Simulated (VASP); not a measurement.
```
CELL_PARAMETERS angstrom
      2.80000     0.00000     0.00000
      0.00000     2.80000     0.00000
      0.00000     0.00000     3.67000
ATOMIC_POSITIONS crystal
  Cu 0.00000 0.00000 0.00000
  Au 0.50000 0.50000 0.50000
```

The base run (VASP): PBE GGA, plane waves, VASP's PBE PAW potentials (set 64). Run with 400 eV cut-off, 12×12×9 Γ-centred mesh, first-order Methfessel-Paxton smearing of 0.10 eV, potentials Cu Au.

One setting is varied; ΔE counts from the base run. The base run took about 10 core-seconds. Costs are core time on shared hosts, one run each; read them as rough ratios.

Pressures at a finite cut-off, here 400 eV, hold a Pulay part, which wasn't tested here.

| setting | cost over the base run | electronic steps | ΔE (meV/atom) | pressure (GPa) |
|---|---|---|---|---|
| KPOINTS 3×3×2 Monkhorst-Pack mesh | about 1/6 | 13 | -142.4 | 5.74 |
| KPOINTS 5×5×4 Monkhorst-Pack mesh | about 1/5 | 13 | -27.0 | 6.55 |
| KPOINTS 14×14×10 Monkhorst-Pack mesh | within a factor of 2 | 13 | -3.3 | 6.09 |
| KPOINTS 13×13×10 Monkhorst-Pack mesh | within a factor of 2 | 13 | -4.3 | 6.06 |
| base run | reference | 13 | 0.0 | 6.35 |

Left out are runs that failed, have no time on record or changed the cell.

The compound is CuAu in the L1_0 structure. The cell was not relaxed at this level.
